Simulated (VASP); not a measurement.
Consider the following.

```yaml
crystal:
  lattice:
    - [0.00000, 2.18808, 2.18808]
    - [2.18808, 0.00000, 2.18808]
    - [2.18808, 2.18808, 0.00000]
  atoms:
    - { symbol: B, position: [0.00000, 0.00000, 0.00000] }
    - { symbol: P, position: [0.25000, 0.25000, 0.25000] }
```

These are PBEsol GGA, VASP's PBE PAW potentials (set 64) (plane waves; VASP 6.6.1) values and carry that method's errors. Run with 620 eV cut-off, 10×10×10 Γ-centred mesh, Gaussian smearing of 0.050 eV, potentials B P.

Question: What does the run give for the energy per atom (σ→0), pressure?

Answer: 
The energy per atom (σ→0) is -6.776 eV/atom and the pressure is 19.86 GPa.

The compound is BP in the zinc blende structure. It was relaxed first under an external pressure of 20 GPa.
